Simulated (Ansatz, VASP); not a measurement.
## InGe2O2 in VASP and in Ansatz

```
CELL_PARAMETERS angstrom
3.72977 0.00000 0.00000
-1.86488 3.23007 0.00000
0.00000 0.00000 8.59426
ATOMIC_POSITIONS crystal
In 0.00000 0.00000 0.50000
Ge 0.00000 0.00000 0.86186
Ge 0.00000 0.00000 0.13814
O 0.33333 0.66667 0.00000
O 0.66667 0.33333 0.00000
```

Alike in both runs: functional PBE; k mesh 6 × 6 × 4; occupations gaussian, width 0.1 eV; no spin polarisation.

Ansatz relaxed the structure, and its values are those at the end. VASP's run is a single point on that final structure, the one shown.

|  | VASP | Ansatz |
| --- | --- | --- |
| version | VASP 6.6.1 | Ansatz 0.2.0 |
| potentials or method | VASP PAW PBE potentials, release 64 (In_d, Ge_d, O) | scalar-relativistic, plane waves, PAW |
| plane-wave cutoff (eV) | 520 | 420 |
| valence electrons in the cell | 53 | 53 |

```tsv
	VASP	Ansatz	Ansatz less VASP
gap on the k mesh at the Fermi level (eV)	none	none	-
pressure (GPa)	0.1	0.1	+0.01
rms of the force components (eV/Å)	0.012	0.004	-0.0078
```

A gap of «none» marks a metal or a gap that the smearing closes.

Caveats: an odd number of electrons without spin polarisation forces a metal; a magnetic or distorted state may lie lower.
